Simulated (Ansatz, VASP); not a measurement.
# Cross-check of SnO2 (amorphous SnO2) between VASP and Ansatz

Aim: how closely do two programs agree when they are given the same cell, functional and k mesh? Of the first pair: The structure shown is the start of the Ansatz relaxation below; VASP solves that cell, so the two are compared at the walk's first step.

Main program and level: Ansatz 0.2.0; plane waves, with VASP 6.6.1 beside it; single point at r2SCAN.

### 1. Set-up

The cell holds 72 atoms: 24 Sn and 48 O. Its edges and angles: a = 9.578 Å, b = 9.778 Å, c = 9.908 Å, α = 93.1°, β = 88.4°, γ = 89.8°. As first built, before any earlier steps moved the atoms (in the runner's words): 72 atoms (24 Sn, 48 O) placed at random at 6.03 g/cm^3, melted at 5000 K for 10 ps at fixed volume with the Morse and Coulomb pair potential with partial charges (Pedone, Malavasi, Menziani, Cormack and Segre, J. Phys. Chem. B 110, 11780 (2006)). Quenched from 5000 K to 300 K at 50 K/ps and fixed volume, held 10 ps at zero pressure, then minimised at fixed cell.

### 2. Ansatz: relaxation, r2SCAN

Ansatz runs on its default PAW (the set named soft_2) files.

The two programs are compared at the cell with which this relaxation starts, whose forces are those of its first step.

The input, input.yaml:

```yaml
crystal:
  lattice:
    - [9.57711, 0.01848, 0.13692]
    - [0.0183, 9.77482, -0.26483]
    - [0.13555, -0.26483, 9.90318]
  atoms:
    - { symbol: Sn, position: [0.73172, 0.67309, 0.33424] }
    - { symbol: Sn, position: [0.04439, 0.22036, 0.42573] }
    - { symbol: Sn, position: [0.51658, 0.17173, 0.07205] }
    - { symbol: Sn, position: [0.76552, 0.47058, 0.57757] }
    - { symbol: Sn, position: [0.24475, 0.70048, 0.35707] }
    - { symbol: Sn, position: [0.47932, 0.71871, 0.59906] }
    - { symbol: Sn, position: [0.98948, 0.20167, 0.9469] }
    - { symbol: Sn, position: [0.19448, 0.46467, 0.75911] }
    - { symbol: Sn, position: [0.21486, 0.04069, 0.17515] }
    - { symbol: Sn, position: [0.57694, 0.00156, 0.47901] }
    - { symbol: Sn, position: [0.81678, 0.01891, 0.23335] }
    - { symbol: Sn, position: [0.99772, 0.72622, 0.11479] }
    - { symbol: Sn, position: [0.82699, 0.53069, 0.94042] }
    - { symbol: Sn, position: [0.0012, 0.68891, 0.64555] }
    - { symbol: Sn, position: [0.27348, 0.82912, 0.88846] }
    - { symbol: Sn, position: [0.36853, 0.28763, 0.43586] }
    - { symbol: Sn, position: [0.49394, 0.85637, 0.13659] }
    - { symbol: Sn, position: [0.19611, 0.98569, 0.59819] }
    - { symbol: Sn, position: [0.46172, 0.54058, 0.06406] }
    - { symbol: Sn, position: [0.11865, 0.42857, 0.18314] }
    - { symbol: Sn, position: [0.80191, 0.92259, 0.88517] }
    - { symbol: Sn, position: [0.81273, 0.14066, 0.63052] }
    - { symbol: Sn, position: [0.51707, 0.38274, 0.7763] }
    - { symbol: Sn, position: [0.75288, 0.3715, 0.20837] }
    - { symbol: O, position: [0.87164, 0.54768, 0.74596] }
    - { symbol: O, position: [0.60169, 0.95851, 0.27441] }
    - { symbol: O, position: [0.37262, 0.99901, 0.03499] }
    - { symbol: O, position: [0.35389, 0.36023, 0.64108] }
    - { symbol: O, position: [0.63574, 0.95217, 0.00809] }
    - { symbol: O, position: [0.37359, 0.17495, 0.23313] }
    - { symbol: O, position: [0.85566, 0.7391, 0.97015] }
    - { symbol: O, position: [0.70042, 0.17646, 0.17779] }
    - { symbol: O, position: [0.35331, 0.46754, 0.89202] }
    - { symbol: O, position: [0.898, 0.85275, 0.718] }
    - { symbol: O, position: [0.61994, 0.51887, 0.92154] }
    - { symbol: O, position: [0.39419, 0.91399, 0.54392] }
    - { symbol: O, position: [0.54442, 0.20589, 0.46735] }
    - { symbol: O, position: [0.07515, 0.3116, 0.80694] }
    - { symbol: O, position: [0.83902, 0.33937, 0.00694] }
    - { symbol: O, position: [0.8598, 0.81958, 0.25114] }
    - { symbol: O, position: [0.54899, 0.37611, 0.14309] }
    - { symbol: O, position: [0.65445, 0.01801, 0.66456] }
    - { symbol: O, position: [0.44542, 0.78528, 0.78191] }
    - { symbol: O, position: [0.03682, 0.05993, 0.28568] }
    - { symbol: O, position: [0.13541, 0.86652, 0.05804] }
    - { symbol: O, position: [0.86184, 0.63251, 0.49454] }
    - { symbol: O, position: [0.37636, 0.60783, 0.46343] }
    - { symbol: O, position: [0.50278, 0.21796, 0.8867] }
    - { symbol: O, position: [0.13225, 0.80204, 0.51756] }
    - { symbol: O, position: [0.23917, 0.13281, 0.47043] }
    - { symbol: O, position: [0.14503, 0.22792, 0.07923] }
    - { symbol: O, position: [0.69689, 0.31636, 0.6941] }
    - { symbol: O, position: [0.91156, 0.02397, 0.04436] }
    - { symbol: O, position: [0.15282, 0.67837, 0.80388] }
    - { symbol: O, position: [0.3111, 0.87209, 0.26996] }
    - { symbol: O, position: [0.78366, 0.06388, 0.43036] }
    - { symbol: O, position: [0.85605, 0.11188, 0.82288] }
    - { symbol: O, position: [0.19063, 0.98524, 0.79604] }
    - { symbol: O, position: [0.95003, 0.33342, 0.26729] }
    - { symbol: O, position: [0.11044, 0.51953, 0.59065] }
    - { symbol: O, position: [0.29973, 0.5302, 0.19516] }
    - { symbol: O, position: [0.04433, 0.53584, 0.02135] }
    - { symbol: O, position: [0.68244, 0.47075, 0.38351] }
    - { symbol: O, position: [0.57904, 0.54697, 0.64978] }
    - { symbol: O, position: [0.06967, 0.63219, 0.27795] }
    - { symbol: O, position: [0.56421, 0.67757, 0.20252] }
    - { symbol: O, position: [0.01325, 0.08555, 0.57837] }
    - { symbol: O, position: [0.8115, 0.5641, 0.16263] }
    - { symbol: O, position: [0.62924, 0.78888, 0.47779] }
    - { symbol: O, position: [0.89312, 0.30903, 0.53461] }
    - { symbol: O, position: [0.38378, 0.72527, 0.02342] }
    - { symbol: O, position: [0.18991, 0.35921, 0.36604] }
kpoints:
  mp_grid: { grid: [1, 1, 1] }
hamiltonian:
  xc: r2scan
scf:
  occupations: { method: fermi_dirac, width: 0.05 }
output:
  forces: true
  eigenvalues: true
  stress: true
relax:
  f_tol: 0.05
  max_steps: 70
```

Command:

```sh
> ansatz run input.yaml --threads 4 --pin off --max-ram 8192MiB --backend cpu --events-out ev --progress --plain --runs-dir out
```

Numbers of over 12 decimals in the logs are rounded to 6 here.

The log of the run:

```text
Warning: output.stress: scf.convergence.dr2_threshold = 1e-7 eV (the SCF's general default) is looser than the 7.2e-9 eV advised for a printed stress (1e-10 eV for each atom of the cell: 72). What an SCF threshold leaves in a stress goes as its square root, and in the free energy as the threshold itself, and one threshold admits the most on a small cell: [figures from the program's tests cut] Every solve of this run  [...]
Engine: ansatz 0.2.0, x86_64-unknown-linux-gnu
Pseudopotentials: kind: paw
Pseudopotential: Sn, paw, valence charge 14, recommended cutoff 500 eV (meta_gga), Sn.paw.azcp
Pseudopotential: O, paw, valence charge 6, recommended cutoff 500 eV (meta_gga), O.paw.azcp
Functional definition: r2SCAN
  parameter k0 = 0.174
  parameter k1 = 0.065
  parameter a1 = 4.9479
  exchange = r2scan_x(k0 = k0, k1 = k1, a1 = a1)
  correlation = r2scan_c
Crystal: 72 atoms, lattice volume = 926.224 Å³
Basis set: ecut = 500 eV, 23497 PW (Γ), exchange–correlation on 288×288×300 points (64 copies of the dense FFT grid, shifted against one another)
Bands: 384, of which v1, the nominal top of the filled ones, is band 312 counted from 1 (311 counted from 0)
Symmetry: 1 space group operations
Space group: P1 (ITA 1), of the structure as read, at distance tolerance 9.7e-5 Å
k-points: 1
Non-local potential: Sn, projectors of the file, l = 0: 2, l = 1: 2, l = 2: 2, l = 3: 2
Non-local potential: O, projectors of the file, l = 0: 2, l = 1: 2, l = 2: 1
PAW form: soft (Blöchl's): semilocal exchange-correlation on the pseudo side does not see the compensation charge
PAW frozen core: Sn, regenerated for the run's functional (the file was generated under x = pbe(κ = 0.804, μ = 0.219515), c = pbe(β = 0.066725))
PAW frozen core: O, regenerated for the run's functional (the file was generated under x = pbe(κ = 0.804, μ = 0.219515), c = pbe(β = 0.066725))
PAW one-centre angular grid: Sn, 590 points (default); XC on 249 of its mesh's 2787 points in the sphere
PAW one-centre angular grid: O, 302 points (default); XC on 160 Gauss nodes
Initial density: superposition of atomic densities (neutral atoms: chi_scale 0, normalization atom), corrected by the library's trained network
Initial wavefunctions: pseudopotential atomic-orbital guess
Functional: x = r2scan, c = r2scan; τ floored in thin density (d = 2e-4 eV/Å³)
SCF iter   1: F=—  HF=-172207.878168 eV  |F-HF|=—  |Δ(HF+E_count)|=         —  Δρ=1.17e-2  dr2=1.13e0  dr2_τ=3.38e0  ethr=1.77e-3  ⟨swp⟩=5.0  Hψ=1410  notcnv=0  defer=42
preconditioner: auto → Resta (q_TF=auto, 2.554 Å⁻¹)  ε∞=3.3  [insulator: Δε(μ)=1.253 eV  Ē_g=20.061 eV  σ=0.050 eV  W_gap=1.00  n_scr=252 (ndim 8)  ℏωp=30.5 eV  f_vac=0.075  D(μ)=0.00/eV (n_scr^D=0)  ε∞_Penn≈3.3]
SCF iter   2: F=—  HF=-172209.062182 eV  |F-HF|=—  |Δ(HF+E_count)|=    1.18e0  Δρ=6.58e-3  dr2=2.27e-1  dr2_τ=2.19e-2  ethr=1.82e-4  ⟨swp⟩=2.0  Hψ=635  notcnv=0  defer=64
SCF iter   3: F=—  HF=-172209.052764 eV  |F-HF|=—  |Δ(HF+E_count)|=   9.42e-3  Δρ=2.12e-3  dr2=3.48e-2  dr2_τ=4.50e-3  ethr=3.64e-5  ⟨swp⟩=2.0  Hψ=473  notcnv=0  defer=64
SCF iter   4: F=—  HF=-172209.050442 eV  |F-HF|=—  |Δ(HF+E_count)|=   2.32e-3  Δρ=9.39e-4  dr2=6.99e-3  dr2_τ=1.30e-3  ethr=5.58e-6  ⟨swp⟩=2.0  Hψ=500  notcnv=0  defer=64
SCF iter   5: F=—  HF=-172209.049446 eV  |F-HF|=—  |Δ(HF+E_count)|=   9.96e-4  Δρ=2.15e-4  dr2=3.31e-4  dr2_τ=3.66e-5  ethr=1.12e-6  ⟨swp⟩=2.0  Hψ=539  notcnv=0  defer=64
SCF iter   6: F=—  HF=-172209.049615 eV  |F-HF|=—  |Δ(HF+E_count)|=   1.69e-4  Δρ=1.28e-4  dr2=1.36e-4  dr2_τ=1.82e-5  ethr=5.31e-8  ⟨swp⟩=2.0  Hψ=506  notcnv=0  defer=64
SCF iter   7: F=-172209.049597 eV  HF=-172209.049599 eV  |F-HF|=1.74e-6  |Δ(HF+E_count)|=   1.60e-5  Δρ=3.13e-5  dr2=7.44e-6  dr2_τ=9.52e-7  ethr=1.00e-8  ⟨swp⟩=11.0  Hψ=2025  notcnv=0
SCF 1 converged in 7 iterations: F = -172209.049597 eV  dr2 = 7.44e-6
  greatest PAW one-centre occupation: 0.996 electrons in one spin orbital (limit 2), on the Sn atom at site 16 (counted from 0), in its partial waves of l = 2
[...]
--- Relaxed structure (3 steps of the walk, 3 accepted, 0 SCFs on fresh bases) ---
  F+E_penalty+E_count = -172209.08105457 eV   max|allowed force component| = 3.950e-2 eV/Å
  atoms:
    - { symbol: Sn, position: [0.731838, 0.672587, 0.334168] }
    - { symbol: Sn, position: [0.045230, 0.220628, 0.426106] }
    - { symbol: Sn, position: [0.516241, 0.171065, 0.071315] }
    - { symbol: Sn, position: [0.765420, 0.470341, 0.577421] }
    - { symbol: Sn, position: [0.244333, 0.700529, 0.357884] }
    - { symbol: Sn, position: [0.480164, 0.719227, 0.599844] }
    - { symbol: Sn, position: [0.990098, 0.201144, 0.946460] }
    - { symbol: Sn, position: [0.193126, 0.464885, 0.758202] }
    - { symbol: Sn, position: [0.214422, 0.040594, 0.174969] }
    - { symbol: Sn, position: [0.577323, 0.00153084, 0.478785] }
    - { symbol: Sn, position: [0.816964, 0.018586, 0.233278] }
    - { symbol: Sn, position: [0.997716, 0.725464, 0.114548] }
    - { symbol: Sn, position: [0.828416, 0.529739, 0.939918] }
    - { symbol: Sn, position: [0.00111222, 0.689666, 0.644918] }
    - { symbol: Sn, position: [0.273128, 0.830110, 0.888083] }
    - { symbol: Sn, position: [0.370708, 0.288845, 0.435753] }
    - { symbol: Sn, position: [0.493594, 0.855947, 0.136482] }
    - { symbol: Sn, position: [0.196379, 0.986529, 0.599105] }
    - { symbol: Sn, position: [0.461447, 0.540888, 0.063601] }
    - { symbol: Sn, position: [0.118784, 0.428239, 0.183084] }
    - { symbol: Sn, position: [0.801826, 0.922206, 0.884846] }
    - { symbol: Sn, position: [0.812087, 0.140900, 0.631266] }
    - { symbol: Sn, position: [0.516298, 0.381979, 0.777086] }
    - { symbol: Sn, position: [0.751977, 0.371380, 0.208598] }
    - { symbol: O, position: [0.872487, 0.547526, 0.745602] }
    - { symbol: O, position: [0.601479, 0.958332, 0.274390] }
    - { symbol: O, position: [0.372077, 0.998876, 0.034394] }
    - { symbol: O, position: [0.353591, 0.359788, 0.641110] }
    - { symbol: O, position: [0.635410, 0.952083, 0.00832908] }
    - { symbol: O, position: [0.374203, 0.174040, 0.233405] }
    - { symbol: O, position: [0.855119, 0.738367, 0.969479] }
    - { symbol: O, position: [0.700174, 0.176185, 0.177886] }
    - { symbol: O, position: [0.351633, 0.467233, 0.892534] }
    - { symbol: O, position: [0.896876, 0.853252, 0.716984] }
    - { symbol: O, position: [0.620015, 0.518808, 0.921223] }
    - { symbol: O, position: [0.394163, 0.913843, 0.544042] }
    - { symbol: O, position: [0.547628, 0.206490, 0.467211] }
    - { symbol: O, position: [0.073971, 0.311103, 0.805463] }
    - { symbol: O, position: [0.838874, 0.338771, 0.00731698] }
    - { symbol: O, position: [0.859988, 0.819423, 0.251034] }
    - { symbol: O, position: [0.547756, 0.375791, 0.142481] }
    - { symbol: O, position: [0.652974, 0.017654, 0.665226] }
    - { symbol: O, position: [0.446873, 0.787083, 0.782159] }
    - { symbol: O, position: [0.036412, 0.060104, 0.286524] }
    - { symbol: O, position: [0.134928, 0.866476, 0.057928] }
    - { symbol: O, position: [0.862004, 0.632113, 0.494066] }
    - { symbol: O, position: [0.377441, 0.607906, 0.463803] }
    - { symbol: O, position: [0.501688, 0.216657, 0.886164] }
[...]
- { symbol: O, position: [0.068338, 0.631427, 0.278404] }
    - { symbol: O, position: [0.563420, 0.677320, 0.203118] }
    - { symbol: O, position: [0.013334, 0.086147, 0.579064] }
    - { symbol: O, position: [0.812230, 0.563653, 0.162495] }
    - { symbol: O, position: [0.630216, 0.789342, 0.477729] }
    - { symbol: O, position: [0.893471, 0.309181, 0.534953] }
    - { symbol: O, position: [0.382937, 0.725174, 0.022900] }
    - { symbol: O, position: [0.190994, 0.360117, 0.366160] }
```

In the SCF lines HF is the Harris–Foulkes energy and dr2 the Hartree energy of the density residual, in eV; the loop may stop once dr2 is under the threshold and the program's other checks hold. Hψ counts applications of the Hamiltonian.

### 3. VASP: single point, r2SCAN, start cell, pair 1

The same cell, functional, mesh and smearing now go to VASP, with its own data sets.

Lines of VASP's logs that name or quote its potential files are left out, and so is its time.

The input, INCAR:

```
SYSTEM = SnO2
PREC = Accurate
ENCUT = 580
EDIFF = 1E-06
NELM = 120
ISMEAR = -1
SIGMA = 0.05
LREAL = Auto
ALGO = Normal
METAGGA = R2SCAN
LASPH = .TRUE.
NBANDS = 368
LORBIT = 11
LWAVE = .FALSE.
LCHARG = .FALSE.
ISIF = 2
GGA_COMPAT = .FALSE.
EFERMI = MIDGAP
LMIXTAU = .TRUE.
NCORE = 2
```

The input, POSCAR:

```
SnO2
1.0
    9.5771100000      0.0184800000      0.1369200000
    0.0183000000      9.7748200000     -0.2648300000
    0.1355500000     -0.2648300000      9.9031800000
Sn O
24 48
Direct
    0.7317213565      0.6730860820      0.3342427482
    0.0443933110      0.2203647421      0.4257300042
    0.5165849216      0.1717305451      0.0720524713
    0.7655230474      0.4705776419      0.5775728262
    0.2447482451      0.7004772512      0.3570667665
    0.4793246447      0.7187131192      0.5990608739
    0.9894798174      0.2016694054      0.9469007462
    0.1944844390      0.4646675568      0.7591126385
    0.2148574702      0.0406876864      0.1751515205
    0.5769424806      0.0015646575      0.4790097124
    0.8167833401      0.0189060270      0.2333465521
    0.9977174718      0.7262192910      0.1147931451
    0.8269942637      0.5306867581      0.9404160804
    0.0011996276      0.6889066326      0.6455480856
    0.2734851056      0.8291237662      0.8884551494
    0.3685303173      0.2876286954      0.4358613634
    0.4939395991      0.8563681748      0.1365886285
    0.1961110659      0.9856851214      0.5981904261
    0.4617179415      0.5405760572      0.0640645062
    0.1186509009      0.4285713581      0.1831384335
    0.8019048774      0.9225951309      0.8851736566
    0.8127251945      0.1406636644      0.6305220772
    0.5170733148      0.3827418498      0.7763025458
    0.7528844614      0.3715023538      0.2083674161
    0.8716368871      0.5476771224      0.7459620859
    0.6016911827      0.9585090532      0.2744127034
    0.3726149776      0.9990139457      0.0349938525
    0.3538864328      0.3602253302      0.6410813843
    0.6357427944      0.9521703689      0.0080900656
    0.3735885079      0.1749530567      0.2331252264
    0.8556621386      0.7391043975      0.9701509775
    0.7004170142      0.1764576320      0.1777944233
    0.3533143744      0.4675384933      0.8920207868
    0.8980026214      0.8527474396      0.7179995300
    0.6199355008      0.5188733738      0.9215354731
    0.3941946077      0.9139874392      0.5439240898
    0.5444212859      0.2058869875      0.4673532026
    0.0751497693      0.3115977637      0.8069358458
    0.8390160855      0.3393650261      0.0069367574
    0.8597958203      0.8195773908      0.2511441210
    0.5489883021      0.3761142434      0.1430892760
    0.6544551903      0.0180055670      0.6645603139
    0.4454205674      0.7852770060      0.7819082280
    0.0368148175      0.0599270382      0.2856789226
    0.1354141223      0.8665189924      0.0580358353
    0.8618351904      0.6325069855      0.4945385574
    0.3763618191      0.6078347516      0.4634310814
    0.5027841055      0.2179614726      0.8867032142
    0.1322494219      0.8020425589      0.5175607573
    0.2391747878      0.1328068688      0.4704270175
    0.1450322433      0.2279225181      0.0792273700
    0.6968935178      0.3163576391      0.6940964754
    0.9115639183      0.0239700580      0.0443631903
    0.1528248500      0.6783722128      0.8038759807
    0.3111009130      0.8720922024      0.2699597746
    0.7836597832      0.0638773722      0.4303585259
    0.8560527509      0.1118796230      0.8228789478
    0.1906281617      0.9852449774      0.7960394156
    0.9500326540      0.3334209549      0.2672900422
    0.1104436229      0.5195266544      0.5906450557
    0.2997296412      0.5302035662      0.1951569928
    0.0443348882      0.5358395240      0.0213503186
    0.6824398106      0.4707454846      0.3835058908
    0.5790382366      0.5469747998      0.6497784975
    0.0696718451      0.6321877846      0.2779493882
    0.5642149846      0.6775681366      0.2025196002
    0.0132540889      0.0855489752      0.5783739350
    0.8115007687      0.5640997436      0.1626325938
    0.6292397855      0.7888846473      0.4777924676
    0.8931168412      0.3090262903      0.5346114960
    0.3837851937      0.7252726697      0.0234193554
    0.1899122132      0.3592115168      0.3660366878
```

The input, KPOINTS:

```
Automatic mesh
0
Gamma
1 1 1
0 0 0
```

The projector-augmented-wave data sets are Sn_d and O (PBE family, release 64).

Command:

```sh
> mpirun -np 8 vasp_gam
```

The log of the run:

```text
[banner, memory and clock lines left out]
running    8 mpi-ranks, on    1 nodes
[...]
|                                                                             |
|               ----> ADVICE to this user running VASP <----                  |
|                                                                             |
|     You enforced a specific xc type in the INCAR file but a different       |
|     [... a line on the potential file left out ...]
|     I HOPE YOU KNOW WHAT YOU ARE DOING!                                     |
|                                                                             |

 LDA part: xc-table for (None), standard interpolation
 POSCAR, INCAR and KPOINTS ok, starting setup
[...]
entering main loop
       N       E                     dE             d eps       ncg     rms          rms(c)
DAV:   1     0.181943709902E+05    0.18194E+05   -0.26681E+05   736   0.332E+03
DAV:   2     0.377378252940E+04   -0.14421E+05   -0.13777E+05   736   0.104E+03
DAV:   3    -0.545852876283E+03   -0.43196E+04   -0.40370E+04   784   0.408E+02
DAV:   4    -0.119205999346E+04   -0.64621E+03   -0.62919E+03   864   0.168E+02
[...]
DAV:  24    -0.995338782872E+03    0.10796E-05   -0.16853E-06   480   0.567E-03    0.101E-03
DAV:  25    -0.995338784479E+03   -0.16071E-05   -0.79523E-07   456   0.305E-03    0.599E-04
DAV:  26    -0.995338784885E+03   -0.40587E-06   -0.26618E-07   432   0.204E-03
   1 F= -.99533878E+03 E0= -.99533875E+03  d E =-.718132E-04
```

Parts of OUTCAR (step 3):

```text
 POSITION                                       TOTAL-FORCE (eV/Angst)
 -----------------------------------------------------------------------------------
      7.06540      6.50430      3.23200         0.049960     -0.051879      0.039962
      0.48690      2.04210      4.16380        -0.049110     -0.025092     -0.067346
      4.96030      1.66910      0.73880        -0.008798     -0.046612     -0.149831
      7.41840      4.46100      5.70000         0.099177     -0.034355     -0.101095
      2.40520      6.75700      3.38410         0.013557      0.118773      0.027194
      4.68490      6.87550      5.80790         0.005294      0.013621      0.182723
      9.60840      1.73880      9.45940         0.057202     -0.102385     -0.067637
      1.97400      4.34460      7.42120        -0.127891      0.051385     -0.015791
      2.08220      0.35530      1.75320        -0.064544      0.012515     -0.057152
      5.59040     -0.10090      4.82230        -0.025596     -0.017102     -0.051885
      7.85440      0.13810      2.41770         0.066441     -0.049644     -0.026869
      9.58410      7.08670      1.08110         0.029800     -0.043267      0.047938
      8.05740      4.95360      9.28580         0.260517      0.006831     -0.018202
      0.11160      6.56300      6.21070         0.009039      0.074613     -0.010023
[...]
-----------------------------------------------------------------------------------
    total drift:                                0.017956      0.030021      0.018551

  FREE ENERGIE OF THE ION-ELECTRON SYSTEM (eV)
  ---------------------------------------------------
  free  energy   TOTEN  =      -995.3387848851 eV

  energy  without entropy=     -995.3387130719  energy(sigma->0) =     -995.33874898
```

The run ends at a pressure of 2.88 GPa, with forces up to 0.42 eV/Å.

[end of part 1 of 3]

[Lines on the potential files, build, host, timing and source positions are cut from VASP's logs without a mark.]

[Logs are printed without paths, hosts, clocks, repeated set-up lines and the standing remarks that a program may print on its own settings, such as how far it seeks lower states.]

[Hosts, paths, dates, database ids (printed as entryN), source tags and the programs' standing remarks are cut or masked in the printed files.]
